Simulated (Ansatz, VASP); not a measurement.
Two plane-wave programs on ZrSnSe3

```
Zr Sn Se
1.0
     5.05824    0.00000    0.00000
     0.00000    5.05824    0.00000
     0.00000    0.00000    6.12757
Zr Sn Se
1 1 3
Cartesian
  2.5291 2.5291 3.3615
  0.0000 0.0000 7.0618
  2.5291 0.0000 2.4320
  2.5291 2.5291 5.7768
  0.0000 2.5291 2.4320
```

Change from the starting cell: species swapped into the KCrCl3 type (P4mm, No. 99).

Alike in both runs: functional PBE; k mesh 4 × 4 × 4; occupations gaussian, width 0.1 eV; no spin polarisation.

Ansatz relaxed the structure, and its values are those at the end. VASP's run is a single point on that final structure, the one shown.

```csv
,VASP,Ansatz
version,VASP 6.6.1,Ansatz 0.2.0
potentials or method,"VASP PAW PBE potentials, release 64 (Zr_sv, Sn_d, Se)","scalar-relativistic, plane waves, PAW"
plane-wave cutoff (eV),520,420
valence electrons in the cell,44,74
```

```csv
,VASP,Ansatz,Ansatz less VASP
gap on the k mesh at the Fermi level (eV),0.91,0.91,+0.003
least direct gap on the mesh (eV),1.31,1.31,+0.003
pressure (GPa),0.1,0.0,-0.05
rms of the force components (eV/Å),0.010,0.002,-0.0078
```

The two sets of potentials don't hold the same shells in valence.

Caveats: spin-orbit coupling is left out, which moves the levels of the heavy elements. A k mesh can miss the band edges.
